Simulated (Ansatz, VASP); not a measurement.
# NdPtC2: VASP beside Ansatz, part 2 of 2

Wanted: the spread between two codes on one cell, functional and k mesh. The cell is invented: As first built, before any earlier steps moved the atoms: it takes the NdRhC2 structure with some of its atoms replaced by other elements, volume scaled by an estimate. It may not be a known or stable phase. The cell comes out of the VASP series on this material, whose earlier steps may have relaxed, scaled or displaced it; both programs get it as it stands.

VASP 6.6.1 and Ansatz 0.2.0.

So far: The structure; VASP: single point, r2SCAN, DFT+U.

In doubt: a part-filled 4f shell, where there is one, can sit in one of many states, so energies may not be the lowest and differences between runs may mislead; derivatives with an open 4f shell can jump between states, which bears on forces and vibrations.

### Step 3. Ansatz: single point, r2SCAN, DFT+U

Level of this step: Ansatz beside VASP: Kohn-Sham DFT, plane waves, r2SCAN, DFT+U (Ansatz).

Ansatz runs on its default PAW (the set named soft_2) files.

The same cell, functional, mesh and smearing now go to Ansatz, which takes its cutoff from its data sets.

Input file input.yaml:

```yaml
crystal:
  lattice:
    - [3.8724711367, 0.0, 0.0]
    - [0.0, 2.3448906366, 3.2942688241]
    - [0.0, -2.3448906366, 3.2942688241]
  atoms:
    - { symbol: Pt, position: [0.5, 0.6455251766, 0.6455251766] }
    - { symbol: Nd, position: [0.0, 0.0318703562, 0.0318703562], spin: 3.0 }
    - { symbol: C, position: [0.5, 0.1916776608, 0.4829258064] }
    - { symbol: C, position: [0.5, 0.4829258064, 0.1916776608] }
hamiltonian:
  xc: r2scan
  pseudopotentials: { kind: paw }
  hubbard: { sites: [{ species: Nd, l: f, u_eff: 7.0 }] }
magnetization:
  spin_polarized: true
kpoints:
  mp_grid: { grid: [5, 5, 5] }
scf:
  occupations: { method: gaussian, width: 0.05 }
  n_extra_bands: 8
output:
  forces: true
  stress: true
  eigenvalues: true
```

Launch:

```sh
> ansatz run input.yaml --threads 2 --pin off --max-ram 4608MiB --backend cpu --events-out ev --progress --plain --runs-dir out
```

Numbers of over 12 decimals in the logs are rounded to 6 here.

Output:

```text
Warning: where an SCF of this run starts from atoms to list the orders of its open shells, Nd (site 1, from 0) starts with 3.13 μB on its 4f shell, in the place of the 3.00 μB that the deck gives it: an open f shell starts with all that it can hold by Hund's first rule. To start from spheres of the given moment, type scf.initial_density.shell_occupations: []
Pt: projections on atomic orbitals take those of the free atom [Kr 4d10 4f14] 5s2 5p6 5d9 6s1, of charge +0.00 (hamiltonian.pseudopotentials.projection_atoms); the dataset's partial waves leave at most 9.1e-5 of an orbital's norm unspanned inside its sphere
Nd: projections on atomic orbitals take those of the free atom [Kr 4d10] 4f4 5s2 5p6 5d0 6s2, of charge +0.00 (hamiltonian.pseudopotentials.projection_atoms); the dataset's partial waves leave at most 1.1e-3 of an orbital's norm unspanned inside its sphere
C: projections on atomic orbitals take those of the free atom [He] 2s2 2p2, of charge +0.00 (hamiltonian.pseudopotentials.projection_atoms); the dataset's partial waves leave at most 3.7e-9 of an orbital's norm unspanned inside its sphere
scf.n_extra_bands = 8 over 20 filled bands (N_el = 40.0): the run solves 28 bands
Engine: ansatz 0.2.0, aarch64-unknown-linux-gnu
Pseudopotentials: kind: paw
Pseudopotential: Pt, paw, valence charge 18, recommended cutoff 500 eV (meta_gga), Pt.paw.azcp
Pseudopotential: Nd, paw, valence charge 14, recommended cutoff 500 eV (meta_gga), Nd.paw.azcp
Pseudopotential: C, paw, valence charge 4, recommended cutoff 500 eV (meta_gga), C.paw.azcp
Functional definition: r2SCAN
  parameter k0 = 0.174
  parameter k1 = 0.065
  parameter a1 = 4.9479
  exchange = r2scan_x(k0 = k0, k1 = k1, a1 = a1)
  correlation = r2scan_c
Crystal: 4 atoms, lattice volume = 59.827 Å³
Basis set: ecut = 500 eV, 1511 PW (Γ), exchange–correlation on 120×120×120 points (64 copies of the dense FFT grid, shifted against one another)
Bands: 28, of which v1, the nominal top of the filled ones, is band 20 counted from 1 (19 counted from 0)
Symmetry: 4 space group operations
Space group: Amm2 (ITA 38), of the structure as read, at distance tolerance 3.9e-5 Å
Magnetic group: BNS 38.187 (UNI 285), of the structure as read, at distance tolerance 3.9e-5 Å
k-points: 27 of 125 (time reversal used)
Non-local potential: Pt, projectors of the file, l = 0: 3, l = 1: 2, l = 2: 2, l = 3: 1
Non-local potential: Nd, projectors of the file, l = 0: 3, l = 1: 2, l = 2: 2, l = 3: 3
Non-local potential: C, projectors of the file, l = 0: 2, l = 1: 2, l = 2: 1
PAW form: soft (Blöchl's): semilocal exchange-correlation on the pseudo side does not see the compensation charge
PAW frozen core: Pt, regenerated for the run's functional (the file was generated under x = pbe(κ = 0.804, μ = 0.219515), c = pbe(β = 0.066725))
PAW frozen core: Nd, regenerated for the run's functional (the file was generated under x = pbe(κ = 0.804, μ = 0.219515), c = pbe(β = 0.066725))
PAW frozen core: C, regenerated for the run's functional (the file was generated under x = pbe(κ = 0.804, μ = 0.219515), c = pbe(β = 0.066725))
PAW one-centre angular grid: Pt, 590 points (default); XC on 160 Gauss nodes
PAW one-centre angular grid: Nd, 2702 points (default); XC on 224 Gauss nodes
PAW one-centre angular grid: C, 302 points (default); XC on 239 of its mesh's 2573 points in the sphere
Initial density: superposition of atomic densities (chi_scale 0.1, normalization cell, long waves kept (reshape's long-wave potential 0.00 eV rms))
Starting moments: Σ|m| = 3 μB on 1 of 4 sites
Initial wavefunctions: pseudopotential atomic-orbital guess
Functional: x = r2scan, c = r2scan; τ floored in thin density (d = 2e-4 eV/Å³)
SCF iter   1: F=—  HF=-20381.901114 eV  |F-HF|=—  |Δ(HF+E_count)|=         —  Δρ=1.04e-1 (↑1.04e-1 ↓9.03e-2)  dr2=3.03e1  dr2_τ=4.74e-1  dr2_m=1.32e0  M=3.651 μB ∫|m|=3.840 μB  β_m=1.00  ethr=3.10e-3  ⟨swp⟩=5.7  Hψ=5467  notcnv=0
Mixer restart at iter 1: flushing history
preconditioner: auto → Kerker (q_TF=auto, 2.551 Å⁻¹)  [metal: Δε(μ)=0.001 eV  Ē_g=11.611 eV  σ=0.050 eV  W_gap=0.01  n_scr=20 (ndim 8)  ℏωp=26.3 eV  f_vac=0.000  D(μ)=25.88/eV (n_scr^D=712)]
spin=Collinear: Kerker preconditioning applied to the charge; magnetization (m = ρ↑ − ρ↓) channel mixes plain (no charge-response kernel on spin).
SCF iter   2: F=—  HF=-20379.555818 eV  |F-HF|=—  |Δ(HF+E_count)|=    2.35e0  Δρ=3.95e-2 (↑3.95e-2 ↓3.40e-2)  dr2=4.15e0  dr2_τ=1.43e-1  dr2_m=5.19e-2  M=3.663 μB ∫|m|=3.857 μB  β_m=1.00  ethr=3.10e-3  ⟨swp⟩=3.0  Hψ=3505  notcnv=0  defer=127  κ⁻¹=1.0e0(r=1)
SCF iter   3: F=—  HF=-20381.700267 eV  |F-HF|=—  |Δ(HF+E_count)|=    2.14e0  Δρ=2.21e-2 (↑2.21e-2 ↓1.92e-2)  dr2=8.86e-1  dr2_τ=7.11e-3  dr2_m=2.02e-2  M=3.680 μB ∫|m|=3.824 μB  β_m=1.00  ethr=3.10e-3  ⟨swp⟩=3.0  Hψ=2988  notcnv=0  defer=164  κ⁻¹=7.9e-2(r=2)
SCF iter   4: F=—  HF=-20383.920250 eV  |F-HF|=—  |Δ(HF+E_count)|=    2.22e0  Δρ=1.33e-2 (↑1.17e-2 ↓1.33e-2)  dr2=2.74e-1  dr2_τ=2.86e-3  dr2_m=3.43e-3  M=3.645 μB ∫|m|=3.749 μB  β_m=1.00  ethr=2.21e-3  ⟨swp⟩=3.6  Hψ=2625  notcnv=0  defer=165  κ⁻¹=2.4e-2(r=3)
[...]
SCF iter  46: F=-20386.051250 eV  HF=-20386.051250 eV  |F-HF|=5.28e-9  |Δ(HF+E_count)|=   1.10e-7  Δρ=3.21e-6 (↑3.21e-6 ↓2.93e-6)  dr2=1.99e-8  dr2_τ=1.75e-10  dr2_m=4.68e-10  M=3.251 μB ∫|m|=3.292 μB  ethr=1.95e-10  ⟨swp⟩=6.1  Hψ=5906  notcnv=0
SCF 1 converged in 46 iterations: F = -20386.051250 eV  dr2 = 1.99e-8
  greatest PAW one-centre occupation: 1.000 electrons in one spin orbital (limit 2), on the Pt atom at site 0 (counted from 0), in its partial waves of l = 0
Symmetry: 2 space group operations
k-points: 39 of 125 (time reversal used)
Initial density: read from a saved state, or passed on in memory by an earlier SCF of this step, an earlier step, the calling program or the single point that the run made first
Starting moments: Σ|m| = 3 μB on 1 of 4 sites; this step starts from the density that it was given
Initial wavefunctions: those read from a saved state, or passed on in memory by an earlier step or the calling program
iter 1 solved again at ethr=4.99e-11 eV; its pass at ethr=2.50e-6 eV (dr2=1.99e-8 eV) is discarded
SCF iter   1: F=—  HF=-20386.051250 eV  |F-HF|=—  |Δ(HF+E_count)|=         —  Δρ=3.21e-6 (↑3.21e-6 ↓2.93e-6)  dr2=1.99e-8  dr2_τ=1.75e-10  dr2_m=4.68e-10  M=3.251 μB ∫|m|=3.292 μB  ethr=4.99e-11  ⟨swp⟩=1.0  Hψ=13070  notcnv=0
preconditioner: auto → Resta (q_TF=auto, 2.551 Å⁻¹)  ε∞=5.9  [insulator: Δε(μ)=0.054 eV  Ē_g=11.899 eV  σ=0.050 eV  W_gap=0.54  n_scr=20 (ndim 8)  ℏωp=26.3 eV  f_vac=0.000  D(μ)=1.15/eV (n_scr^D=6)  ε∞_Penn≈5.9]
spin=Collinear: Resta preconditioning applied to the charge; magnetization (m = ρ↑ − ρ↓) channel mixes plain (no charge-response kernel on spin).
SCF iter   2: F=-20386.051249 eV  HF=-20386.051249 eV  |F-HF|=9.15e-8  |Δ(HF+E_count)|=   1.07e-6  Δρ=9.94e-6 (↑9.94e-6 ↓6.55e-6)  dr2=2.85e-8  dr2_τ=1.44e-9  dr2_m=3.07e-8  M=3.251 μB ∫|m|=3.292 μB  ethr=2.50e-10  ⟨swp⟩=4.0  Hψ=10663  notcnv=0
an SCF along what the orbitals of the run's state read of its open shells (or to have them read: on a GPU, or by another smearing), with 2 of the crystal's symmetry operations given up (39 k-points in place of 27), reached no lower state that the run goes on to. This is no proof of a minimum
iter 1 solved again at ethr=4.99e-11 eV; its pass at ethr=2.50e-6 eV (dr2=1.99e-8 eV) is discarded
SCF iter   1: F=—  HF=-20386.051250 eV  |F-HF|=—  |Δ(HF+E_count)|=         —  Δρ=3.21e-6 (↑3.21e-6 ↓2.93e-6)  dr2=1.99e-8  dr2_τ=1.75e-10  dr2_m=4.68e-10  M=3.251 μB ∫|m|=3.292 μB  ethr=4.99e-11  ⟨swp⟩=1.0  Hψ=12998  notcnv=0
spin=Collinear: Resta preconditioning applied to the charge; magnetization (m = ρ↑ − ρ↓) channel mixes plain (no charge-response kernel on spin).
SCF iter   2: F=—  HF=-20386.051249 eV  |F-HF|=—  |Δ(HF+E_count)|=   6.26e-7  Δρ=9.32e-6 (↑9.32e-6 ↓4.83e-6)  dr2=9.54e-8  dr2_τ=9.22e-10  dr2_m=4.94e-9  M=3.251 μB ∫|m|=3.292 μB  ethr=2.50e-10  ⟨swp⟩=3.1  Hψ=9716  notcnv=0
SCF iter   3: F=-20386.051250 eV  HF=-20386.051250 eV  |F-HF|=5.44e-9  |Δ(HF+E_count)|=   6.34e-7  Δρ=1.45e-6 (↑1.45e-6 ↓1.29e-6)  dr2=7.15e-9  dr2_τ=9.12e-11  dr2_m=2.04e-10  M=3.251 μB ∫|m|=3.292 μB  ethr=2.50e-10  ⟨swp⟩=1.7  Hψ=5662  notcnv=0
an SCF along what the orbitals of the run's state read of its open shells (or to have them read: on a GPU, or by another smearing), with 2 of the crystal's symmetry operations given up (39 k-points in place of 27), reached no lower state that the run goes on to. This is no proof of a minimum
this state was not tested for a lower state beside it, because the mixer in use, unlike msr1, does not test its closes by its own steps (another_mixer; see scf.mixing.algorithm and scf.lower_state_search)
SCF converged after 46 iterations
Magnetization: 3.2512 μB (21.6256 up, 18.3744 down)
Absolute magnetization: 3.2935 μB (∫|ρ↑−ρ↓|, with the PAW one-centre terms)
Spin contamination: 0.0052 ħ² per cell (⟨S²⟩ above its minimum at these occupations)
Per-site moments (μB) at R_I (Å): [(0.011939, 0.861183), (3.036780, 1.177931), (0.00299473, 0.563430), (0.00299473, 0.563430)]
Free energy (F): -20386.051250 eV
Harris-Foulkes:  -20386.051250 eV  (|F-HF|=5.28e-9)
Internal energy: -20386.049814 eV  (E = F + TS)
E sigma→0 (E₀):  -20386.050532 eV
Entropy (-TS):   -0.001436 eV (-0.359 meV/atom)
Fermi energy:    16.074135 eV
--- Per-component energies (eV) ---
  E_band       = -252.597819
  E_kinetic    = 1177.976830
  E_local      = -2956.418858  (includes V_loc(G=0)·N_el)
  E_nonlocal   = 289.920090
  E_hartree    = 1134.958574
  E_xc         = -566.592413
  E_vxc        = -744.636217  (∫ρ·V_xc dr)
  E_hubbard    = 0.353411  (on-site DFT+U / exact-exchange correction)
  E_vhub       = -10.003104  (the Hubbard potential's part of the band-sum identity)
  E_paw        = -15498.605450  (= ΣΔE_a)
  E_vpaw       = -322.492373  (= ΣTr[D̂ρ^β])
  E_aug_tail   = 0.000154  (compensation charges beyond the density's cutoff)
  E_vtau       = 43.135171  (kinetic-family band-sum trace: ∫τ·v_τ [+ j·A + Jᵃ·Aᵃ] dr)
  E_ewald      = -3967.502178
  E_core_change = -0.139973  (= ΣΔE_core)
  E_smearing   = -0.001436  (= −TS)
  E_closure    = 0.000000  (closes the sum)
  Σ components = -20386.051250   (vs F -20386.051250, Δ=0.00e0)
--- Forces (eV/Å), atoms counted from 1 ---
  atom   1  Pt     0.00000000     0.00000000    -0.06559562
  atom   2  Nd     0.00000000     0.00000000     0.05671253
  atom   3  C      0.00000000     0.25304768     0.00447542
  atom   4  C      0.00000000    -0.25304768     0.00447542
  max |Σ_I F_I| component: 6.77e-5 eV/Å
--- Stress (GPa, compression-positive) ---
        0.988896       0.000000       0.000000
        0.000000      -1.170387       0.000000
        0.000000       0.000000       0.166283
  P = ⅓ Tr σ = -0.0051 GPa (-0.051 kbar)
--- Band table (eV; the first three rows and the last of 54) ---
  k-point 0 ↑: bands = [... 16 lower, 11.2219, 11.3754, 12.0577, 13.9484, 14.2588, 16.2588, 16.6850, 16.9469, ... 4 higher]
  k-point 1 ↑: bands = [... 16 lower, 10.8145, 11.5833, 12.3412, 12.7083, 14.0152, 16.1481, 17.0920, 17.4496, ... 4 higher]
  k-point 2 ↑: bands = [... 16 lower, 11.0750, 11.4493, 11.5964, 12.9416, 13.9417, 16.1512, 16.9886, 17.8028, ... 4 higher]
  k-point 26 ↓: bands = [... 16 lower, 12.6124, 13.7534, 15.8296, 18.2349, 18.8424, 19.2318, 19.3774, 19.4508, ... 4 higher]
Occupation matrices written to <dir>
```

It took 4.4 min on 2 threads of Arm Neoverse N1, shared host; peak memory 0.77 GiB; 8.6 min of CPU time.

The run ends at a pressure of -0.01 GPa, with forces up to 0.25 eV/Å.

### Step 4. Differences

Known differences besides the PAW data sets themselves: U acts on the PAW sphere in VASP and on atomic orbitals in Ansatz, so only states and trends compare; VASP keeps PBE cores, Ansatz makes them for the functional; the data sets hold 40 valence electrons in Ansatz (default PAW (the set named soft_2) files) and 32 in VASP; the cutoff is 500 eV in Ansatz and 480 eV in VASP; site moments are counted in spheres of each program's own size. Total energies have different zeros and are not compared.

Compared:

| quantity | Ansatz | VASP | difference |
| --- | --- | --- | --- |
| pressure (GPa) | -0.01 | -0.09 | +0.09 |
| total moment (μB) | 3.25 | 3.21 | +0.04 |
| moment on Nd2 (μB) | 3.04 | 2.77 | +0.27 |

Forces (eV/Å; atoms numbered as in POSCAR):

| atom | Ansatz x, y, z | VASP x, y, z |
| --- | --- | --- |
| Pt1 | 0.000, 0.000, -0.066 | 0.000, 0.000, 0.025 |
| Nd2 | 0.000, 0.000, 0.057 | 0.000, 0.000, 0.034 |
| C3 | 0.000, 0.253, 0.004 | 0.000, 0.111, -0.029 |
| C4 | 0.000, -0.253, 0.004 | 0.000, -0.111, -0.029 |

The forces differ by 65 meV/Å r.m.s., which is 134.7 % of the r.m.s. force of 0.05 eV/Å (both taken over all components). Ansatz's pressure holds a Pulay correction of 0.07 GPa; VASP's holds none.

### Step 5. Results

```
difference in moment on Nd2 (single point, r2SCAN, DFT+U) : 0.27 μB
```

In words: The difference in moment on Nd2 is 0.27 μB (single point, r2SCAN, DFT+U). How closely two codes agree says nothing of how well the functional describes the real material.

[Lines on the potential files, build, host, timing and source positions are cut from VASP's logs without a mark.]

[Logs are printed without paths, hosts, clocks, repeated set-up lines and the standing remarks that a program may print on its own settings, such as how far it seeks lower states.]

[Hosts, paths, dates, database ids (printed as entryN), source tags and the programs' standing remarks are cut or masked in the printed files.]
